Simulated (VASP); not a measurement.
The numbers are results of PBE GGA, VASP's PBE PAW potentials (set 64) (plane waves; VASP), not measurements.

The input files of a VASP run:

### KPOINTS
```
Automatic mesh
0
Gamma
  11 11 11
```

**INCAR**
```
SYSTEM = Nb
PREC = Accurate; ENCUT = 300; LREAL = .FALSE.
LASPH = .TRUE.
EDIFF = 1E-6; NELM = 100; ALGO = Normal
LMAXMIX = 4
ISMEAR = 0; SIGMA = 0.05
GGA = PE
ISIF = 2
LWAVE = .FALSE.; LCHARG = .FALSE.
```

### POSCAR
```
Nb
1
   -1.6905900000     1.6905900000     1.6905900000
    1.6905900000    -1.6905900000     1.6905900000
    1.6905900000     1.6905900000    -1.6905900000
Nb
1
Direct
  0.0000000000   0.0000000000   0.0000000000
```

POTCAR, in this order: Nb_sv (PBE.64 set). Program: vasp_std.

Output of the run:

File OUTCAR:
```
 ion  position               nearest neighbor table
   1  0.000  0.000  0.000-
  LATTYP: Found a body centered cubic cell.
 ALAT       =     3.3811800000
 Subroutine PRICEL returns:
 Original cell was already a primitive cell.
 Subroutine GETGRP returns: Found 48 space group operations
The static configuration has the point symmetry O_h .
The dynamic configuration has the point symmetry O_h .
 Subroutine INISYM returns: Found 48 space group operations
 Subroutine IBZKPT returns following result:
 Found     56 irreducible k-points:

 Following reciprocal coordinates:
            Coordinates               Weight
  0.000000  0.000000  0.000000      1.000000
  0.090909  0.000000  0.000000     12.000000
  0.181818  0.000000  0.000000     12.000000
  0.272727  0.000000  0.000000     12.000000
  0.363636  0.000000  0.000000     12.000000
  0.454545  0.000000  0.000000     12.000000
  0.090909  0.090909  0.000000     24.000000
  0.181818  0.090909  0.000000     48.000000
  0.272727  0.090909  0.000000     48.000000
  0.363636  0.090909  0.000000     48.000000
  0.454545  0.090909  0.000000     24.000000
  0.181818  0.181818  0.000000     24.000000
  0.272727  0.181818  0.000000     48.000000
  0.363636  0.181818  0.000000     48.000000
  0.272727  0.272727  0.000000     24.000000
  0.363636  0.272727 -0.000000     24.000000
  0.090909  0.090909  0.090909      8.000000
  0.181818  0.090909  0.090909     24.000000
  0.272727  0.090909  0.090909     24.000000
  0.363636  0.090909  0.090909     24.000000
 -0.090909  0.090909  0.090909      6.000000
  0.181818  0.181818  0.090909     24.000000
  0.272727  0.181818  0.090909     48.000000
  0.363636  0.181818  0.090909     24.000000
 -0.181818  0.181818  0.090909     24.000000
...
```

**OSZICAR**
```
       N       E                     dE             d eps       ncg     rms          rms(c)
DAV:   1     0.693859471220E+02    0.69386E+02   -0.56767E+03  1144   0.865E+02
DAV:   2    -0.749785253328E+01   -0.76884E+02   -0.74942E+02  1296   0.321E+02
DAV:   3    -0.105445496762E+02   -0.30467E+01   -0.29012E+01  1710   0.513E+01
DAV:   4    -0.106667508650E+02   -0.12220E+00   -0.12192E+00  1396   0.914E+00
DAV:   5    -0.106720885210E+02   -0.53377E-02   -0.53236E-02  1788   0.154E+00    0.686E+00
DAV:   6    -0.102219219316E+02    0.45017E+00   -0.85879E-01  1708   0.112E+01    0.238E+00
DAV:   7    -0.101611437212E+02    0.60778E-01   -0.25719E-01  1728   0.589E+00    0.939E-01
DAV:   8    -0.101628548084E+02   -0.17111E-02   -0.82026E-03  1290   0.137E+00    0.120E-01
DAV:   9    -0.101627452837E+02    0.10952E-03   -0.93799E-04  1712   0.379E-01    0.200E-02
DAV:  10    -0.101627425251E+02    0.27586E-05   -0.23106E-05  1398   0.592E-02    0.130E-02
DAV:  11    -0.101627412483E+02    0.12768E-05   -0.28168E-06  1184   0.177E-02    0.115E-03
DAV:  12    -0.101627415220E+02   -0.27372E-06   -0.83890E-08   666   0.365E-03
   1 F= -.10162742E+02 E0= -.10161591E+02  d E =-.230186E-02
```

### OUTCAR
```
------------------------ aborting loop because EDIFF is reached ----------------------------------------
  FORCE on cell =-STRESS in cart. coord.  units (eV):
  Direction    XX          YY          ZZ          XY          YZ          ZX
  --------------------------------------------------------------------------------------
  Total       -1.2728517     -1.2728517     -1.2728517     -0.0000000     -0.0000000     -0.0000000
  in kB     -105.5148316   -105.5148316   -105.5148316     -0.0000000     -0.0000000     -0.0000000
  external PRESSURE =    -105.5148316 kB  Pullay stress =       0.0000000 kB
  volume of cell :       19.33
      direct lattice vectors                 reciprocal lattice vectors
    -1.690590000  1.690590000  1.690590000     0.000000000  0.295754737  0.295754737
     1.690590000 -1.690590000  1.690590000     0.295754737  0.000000000  0.295754737
     1.690590000  1.690590000 -1.690590000     0.295754737  0.295754737  0.000000000
 POSITION                                       TOTAL-FORCE (eV/Angst)
 -----------------------------------------------------------------------------------
      0.00000      0.00000      0.00000         0.000000      0.000000     -0.000000
 -----------------------------------------------------------------------------------
    total drift:                                0.000000      0.000000      0.000000
  FREE ENERGIE OF THE ION-ELECTRON SYSTEM (eV)
  ---------------------------------------------------
  free  energy   TOTEN  =       -10.1627415220 eV

  energy  without entropy=      -10.1604396591  energy(sigma->0) =      -10.16159059
```
(Selected blocks of OUTCAR.)

**OUTCAR**
```
 val. band max:       10.1835771163   @ k =   0.0909   0.0909   0.0000

 cond. band min:      10.2038014468   @ k =  -0.3636   0.3636   0.1818


 Fermi energy:        10.1989057959

 k-point     1 :       0.0000    0.0000    0.0000
  band No.  band energies     occupation
      1     -44.2242      2.00000
      2     -19.6719      2.00000
      3     -19.6719      2.00000
      4     -19.6719      2.00000
      5       4.4870      2.00000
      6      10.6030      0.00000
      7      10.6030      0.00000
      8      10.6030      0.00000
      9      13.2843      0.00000
     10      13.2843      0.00000

 k-point     2 :       0.0909    0.0000    0.0000
  band No.  band energies     occupation
      1     -44.2095      2.00000
      2     -19.7630      2.00000
      3     -19.7000      2.00000
      4     -19.6725      2.00000
      5       4.7978      2.00000
      6      10.4194      0.00000
      7      10.5535      0.00000
      8      10.9011      0.00000
      9      13.0304      0.00000
     10      13.2893      0.00000

 k-point     3 :       0.1818    0.0000    0.0000
  band No.  band energies     occupation
      1     -44.1708      2.00000
      2     -20.0047      2.00000
      3     -19.7758      2.00000
      4     -19.6742      2.00000
      5       5.6192      2.00000
      6       9.9683      2.00000
      7      10.3159      0.00094
      8      11.7582      0.00000
      9      12.7428      0.00000
     10      13.3340      0.00000

 k-point     4 :       0.2727    0.0000    0.0000
  band No.  band energies     occupation
      1     -44.1193      2.00000
      2     -20.3101      2.00000
      3     -19.8730      2.00000
      4     -19.6765      2.00000
      5       6.5357      2.00000
      6       9.4493      2.00000
      7      10.1654      1.65630
      8      12.8731      0.00000
      9      13.0772      0.00000
     10      13.4714      0.00000

 k-point     5 :       0.3636    0.0000    0.0000
...
```

At this cut-off the stress carries a Pulay error, which pulls relaxed volumes low.

The structure is a typed Nb crystal (Im-3m). The cell was not relaxed at this level.
